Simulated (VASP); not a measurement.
Level of theory: PBEsol GGA with spin-orbit coupling, VASP's PBE PAW potentials (set 64) (plane waves; VASP 6.6.1).

The input files of a VASP run:

**POSCAR**
```
Tl
1
   -3.0546194002     3.0546194002     1.6126537200
    3.0546194002    -3.0546194002     1.6126537200
    3.0546194002     3.0546194002    -1.6126537200
Tl
2
Direct
  0.7500000000   0.2500000000   0.5000000000
  0.0000000000   0.0000000000   0.0000000000
```

**KPOINTS**
```
Automatic mesh
0
Gamma
12 12 12
0 0 0
```

### INCAR
```
SYSTEM = Tl
PREC = Accurate; ENCUT = 400; LREAL = .FALSE.
LASPH = .TRUE.
EDIFF = 1E-6; NELM = 100; ALGO = Normal
LMAXMIX = 4
ISMEAR = 0; SIGMA = 0.05
GGA = PS; GGA_COMPAT = .FALSE.
MAGMOM = 6*0; LSORBIT = .TRUE.
LWAVE = .FALSE.; LCHARG = .FALSE.
```

### KPOINTS_OPT
```
k-points along high-symmetry lines
6
Line-mode
Reciprocal
  0.000000   0.000000   0.000000 ! GAMMA
  0.000000   0.000000   0.500000 ! X

  0.000000   0.000000   0.500000 ! X
 -0.500000   0.500000   0.500000 ! M

 -0.500000   0.500000   0.500000 ! M
  0.000000   0.000000   0.000000 ! GAMMA

  0.000000   0.000000   0.000000 ! GAMMA
  0.324423   0.324423  -0.324423 ! Z

 -0.324423   0.675577   0.324423 ! Z_0
 -0.500000   0.500000   0.500000 ! M

  0.000000   0.000000   0.500000 ! X
  0.250000   0.250000   0.250000 ! P

  0.250000   0.250000   0.250000 ! P
  0.000000   0.500000   0.000000 ! N

  0.000000   0.500000   0.000000 ! N
  0.000000   0.000000   0.000000 ! GAMMA
```

POTCAR, in this order: Tl_d (PBE.64 set). Program: vasp_ncl.

Output of the run:

File OUTCAR:
```
 ion  position               nearest neighbor table
   1  0.750  0.250  0.500-   2 3.16   2 3.16   2 3.16   2 3.16   2 3.90   2 3.90   2 3.90   2 3.90
  LATTYP: Found a body centered tetragonal cell.
 ALAT       =     6.1092388004
 C/A-ratio  =     0.5279393301
 Subroutine PRICEL returns:
 Original cell was already a primitive cell.
 Subroutine GETGRP returns: Found 16 space group operations
The static configuration has the point symmetry D_2d.
 The point group associated with its full space group is D_4h.
The dynamic configuration has the point symmetry D_2d.
The overall configuration has the point symmetry D_2d.
 Subroutine INISYM returns: Found 16 space group operations
 Subroutine IBZKPT returns following result:
 Found    163 irreducible k-points:

 Following reciprocal coordinates:
            Coordinates               Weight
  0.000000  0.000000  0.000000      1.000000
  0.083333  0.000000 -0.000000      8.000000
  0.166667 -0.000000  0.000000      8.000000
  0.250000 -0.000000  0.000000      8.000000
  0.333333  0.000000 -0.000000      8.000000
  0.416667  0.000000  0.000000      8.000000
  0.500000 -0.000000  0.000000      4.000000
  0.083333  0.083333 -0.000000      8.000000
  0.166667  0.083333  0.000000     16.000000
  0.250000  0.083333  0.000000     16.000000
  0.333333  0.083333 -0.000000     16.000000
  0.416667  0.083333  0.000000     16.000000
  0.500000  0.083333  0.000000     16.000000
 -0.416667  0.083333  0.000000     16.000000
 -0.333333  0.083333 -0.000000     16.000000
 -0.250000  0.083333  0.000000     16.000000
 -0.166667  0.083333  0.000000     16.000000
 -0.083333  0.083333  0.000000      4.000000
  0.166667  0.166667  0.000000      8.000000
  0.250000  0.166667  0.000000     16.000000
  0.333333  0.166667 -0.000000     16.000000
  0.416667  0.166667 -0.000000     16.000000
  0.500000  0.166667  0.000000     16.000000
 -0.416667  0.166667  0.000000     16.000000
 -0.333333  0.166667 -0.000000     16.000000
 -0.250000  0.166667  0.000000     16.000000
 -0.166667  0.166667  0.000000      4.000000
  0.250000  0.250000  0.000000      8.000000
  0.333333  0.250000  0.000000     16.000000
  0.416667  0.250000 -0.000000     16.000000
  0.500000  0.250000  0.000000     16.000000
 -0.416667  0.250000  0.000000     16.000000
 -0.333333  0.250000 -0.000000     16.000000
 -0.250000  0.250000  0.000000      4.000000
  0.333333  0.333333 -0.000000      8.000000
  0.416667  0.333333  0.000000     16.000000
  0.500000  0.333333  0.000000     16.000000
 -0.416667  0.333333  0.000000     16.000000
 -0.333333  0.333333  0.000000      4.000000
  0.416667  0.416667 -0.000000      8.000000
   k-points           NKPTS =    163   k-points in BZ     NKDIM =    163   number of bands    NBANDS=     34
   number of dos      NEDOS =    301   number of ions     NIONS =      2
   total plane-waves  NPLWV =  27000
   dimension x,y,z NGX =    30 NGY =   30 NGZ =   30
   dimension x,y,z NGXF=    60 NGYF=   60 NGZF=   60
   ions per type =               2
   PREC   = accura    normal or accurate (medium, high low for compatibility)
   ISTART =      0    job   : 0-new  1-cont  2-samecut
   ICHARG =      2    charge: 1-file 2-atom 10-const
   ISPIN  =      1    spin polarized calculation?
   LNONCOLLINEAR =      T non collinear calculations
   LSORBIT =      T    spin-orbit coupling
   INIWAV =      1    electr: 0-lowe 1-rand  2-diag
   ENCUT  =  400.0 eV  29.40 Ry    5.42 a.u.   7.52  7.52  7.52*2*pi/ulx,y,z
   NELM   =    100;   NELMIN=  2; NELMDL= -5     # of ELM steps
   EDIFF  = 0.1E-05   stopping-criterion for ELM
   LREAL  =      F    real-space projection
...
```

### OSZICAR
```
       N       E                     dE             d eps       ncg     rms          rms(c)
DAV:   1     0.125539404108E+03    0.12554E+03   -0.12012E+04 11276   0.116E+03
DAV:   2    -0.269459440133E+01   -0.12823E+03   -0.12556E+03 12158   0.288E+02
DAV:   3    -0.570299600265E+01   -0.30084E+01   -0.29800E+01 12750   0.392E+01
DAV:   4    -0.572920774122E+01   -0.26212E-01   -0.26186E-01 12178   0.363E+00
DAV:   5    -0.572964197585E+01   -0.43423E-03   -0.43421E-03 12310   0.475E-01    0.450E+00
DAV:   6    -0.566813627349E+01    0.61506E-01   -0.12075E-01 11644   0.304E+00    0.294E+00
DAV:   7    -0.565882519835E+01    0.93111E-02   -0.20630E-02 11824   0.124E+00    0.187E+00
DAV:   8    -0.565755658929E+01    0.12686E-02   -0.49702E-03 11630   0.608E-01    0.466E-01
DAV:   9    -0.565710481861E+01    0.45177E-03   -0.19490E-03 11342   0.375E-01    0.232E-02
DAV:  10    -0.565710829724E+01   -0.34786E-05   -0.17294E-05 12220   0.378E-02    0.946E-03
DAV:  11    -0.565710926098E+01   -0.96375E-06   -0.92279E-07  8770   0.893E-03
   1 F= -.56571093E+01 E0= -.56563415E+01  d E =-.153546E-02  mag=    -0.0000     0.0000    -0.0000
       N       E                     dE             ncg
```

### OUTCAR
```
------------------------ aborting loop because EDIFF is reached ----------------------------------------
  FORCE on cell =-STRESS in cart. coord.  units (eV):
  Direction    XX          YY          ZZ          XY          YZ          ZX
  --------------------------------------------------------------------------------------
  Total       -0.0847089     -0.0847089     -0.2432157      0.0000000      0.0000000      0.0000000
  in kB       -2.2548843     -2.2548843     -6.4742117      0.0000000      0.0000000      0.0000000
  external PRESSURE =      -3.6613268 kB  Pullay stress =       0.0000000 kB
  volume of cell :       60.19
      direct lattice vectors                 reciprocal lattice vectors
    -3.054619400  3.054619400  1.612653720     0.000000000  0.163686514  0.310047962
     3.054619400 -3.054619400  1.612653720     0.163686514  0.000000000  0.310047962
     3.054619400  3.054619400 -1.612653720     0.163686514  0.163686514  0.000000000
 POSITION                                       TOTAL-FORCE (eV/Angst)
 -----------------------------------------------------------------------------------
      0.00000      3.05462      0.80633        -0.000000      0.000000     -0.000000
      0.00000      0.00000      0.00000         0.000000     -0.000000      0.000000
 -----------------------------------------------------------------------------------
    total drift:                                0.000000      0.000000      0.000000
  FREE ENERGIE OF THE ION-ELECTRON SYSTEM (eV)
  ---------------------------------------------------
  free  energy   TOTEN  =        -5.6571092610 eV

  energy  without entropy=       -5.6555737967  energy(sigma->0) =       -5.65634153

 Ion:    1  E_soc:     -0.6207075

 Ion:    2  E_soc:     -0.6207075
```
(Selected blocks of OUTCAR.)

The structure was generated: Tl was put into the beta-Sn type (I4_1/amd), which need not be its known phase. It was relaxed first.
